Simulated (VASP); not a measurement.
Consider the following.

```xyz
1
Lattice="-3.0732 3.0732 3.0732 3.0732 -3.0732 3.0732 3.0732 3.0732 -3.0732" Properties=species:S:1:pos:R:3 pbc="T T T"
Cs     0.0000     0.0000     0.0000
```

These are PBE GGA, VASP's PBE PAW potentials (set 64) (plane waves; VASP) values and carry that method's errors. Numerical set-up: 480 eV cut-off, 8×8×8 Γ-centred mesh, first-order Methfessel-Paxton smearing of 0.10 eV, potentials Cs_sv.

Energy and stress use the plane-wave basis of the starting cell.

### Question
The ions, cell shape and volume at an external pressure of 1.0 GPa are relaxed. Predict the relaxed structure.

### Answer

```xyz
1
Lattice="-2.7715 2.7715 2.7715 2.7715 -2.7715 2.7715 2.7715 2.7715 -2.7715" Properties=species:S:1:pos:R:3 pbc="T T T"
Cs     0.0000     0.0000     0.0000
```
Space group Im-3m (229), at a tolerance of 0.03 Å.

### Question
How do energy and volume change from the first to the last step?

### Answer
The energy (σ→0) changes by +79.4 meV/atom and the volume by -26.7 %, in 6 ionic steps.

```csv
step,E(σ→0) (eV),max force (eV/Å),pressure (GPa),volume (Å³)
1,-0.8438,0.000,0.01,116.10
2,-0.8346,0.000,0.26,104.48
3,-0.7957,0.000,0.71,91.05
4,-0.5879,0.000,2.50,67.75
5,-0.7691,0.000,0.96,85.92
6,-0.7644,0.000,1.00,85.15
```

The compound is Cs in the bcc structure. This run relaxes it under an external pressure of 1 GPa. Symmetry was kept, so distortions that lower it aren't found.
